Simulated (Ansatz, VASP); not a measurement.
## TaO: VASP beside Ansatz

```
Ta O
1.0
     3.04728    0.00000    0.00000
    -1.52364    2.63902    0.00000
     0.00000    0.00000    3.85494
Ta O
1 1
Direct
  0.00000 0.00000 0.50000
  0.00000 0.00000 0.00000
```

Alike in both runs: task relaxation of cell and atoms; functional PBE; k mesh 21 × 21 × 14; occupations gaussian, width 0.1 eV; no spin polarisation.

|  | VASP | Ansatz |
| --- | --- | --- |
| version | VASP 6.6.1 | Ansatz 0.2.0 |
| potentials or method | VASP PAW PBE potentials, release 64 (Ta_pv, O) | scalar-relativistic, plane waves, PAW |
| plane-wave cutoff (eV) | 600 | 420 |
| valence electrons in the cell | 17 | 19 |

VASP gave:

- gap on the k mesh at the Fermi level, each at its own relaxed structure (eV): none
- relaxed volume (Å³/atom): 15.68
- relaxed cell length with the largest relative difference (Å): 3.859

Estimate Ansatz's values.

gap on the k mesh at the Fermi level, each at its own relaxed structure (eV): none; relaxed volume (Å³/atom): 15.69; relaxed cell length with the largest relative difference (Å): 3.855.

A gap of «none» marks a metal or a gap that the smearing closes. The two sets of potentials don't hold the same shells in valence.

Caveats: an odd number of electrons without spin polarisation forces a metal; a magnetic or distorted state may lie lower. The runs have no spin-orbit coupling, so splittings on Ta are missing.
